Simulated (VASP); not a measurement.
Input:

```xyz
5
Lattice="3.8625 0.0000 0.0000 0.0000 3.8625 0.0000 0.0000 0.0000 3.8625" Properties=species:S:1:pos:R:3 pbc="T T T"
Sr     0.0000     0.0000     0.0000
Ti     1.9312     1.9312     1.9312
O      1.9312     0.0000     1.9312
O      0.0000     1.9312     1.9312
O      1.9312     1.9312     0.0000
```

These are LDA (Ceperley-Alder, Perdew-Zunger), VASP's LDA PAW potentials (set 64) (plane waves; VASP) values and carry that method's errors. Run with 520 eV cut-off, 5×5×5 Γ-centred mesh, Gaussian smearing of 0.050 eV, potentials Sr_sv Ti_sv O.

Question: Estimate the energy per atom (σ→0).

Answer: 
| Property | Value |
|---|---|
| energy per atom (σ→0) | -8.835 eV/atom |

The structure comes from a computed database's SrTiO3 entry (Pm-3m); how it stands against other phases isn't given here. It was relaxed first. The start is the result of an earlier pass.
